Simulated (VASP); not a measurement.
Consider the following.

```
CdSe
1.0
    2.19300    -3.79839     0.00000
    2.19300     3.79839     0.00000
    0.00000     0.00000     7.15020
Cd Se
2 2
Cartesian
  2.19300  -1.26613   3.57510
  2.19300   1.26613   0.00000
  2.19300  -1.26613   6.26358
  2.19300   1.26613   2.68848
```

All values below come from PBE GGA, VASP's PBE PAW potentials (set 64) (plane waves; VASP). Run with LASPH = .FALSE., 400 eV cut-off, 5×5×3 Γ-centred mesh, Gaussian smearing of 0.050 eV, potentials Cd Se.

Predict the energy per atom (σ→0).

```yaml
energy per atom (σ→0): -2.743 eV/atom
```

The compound is CdSe in the wurtzite structure. The cell was not relaxed at this level. The run is one of a series of settings (LASPH = .FALSE. against the base run), some of them coarse on purpose.
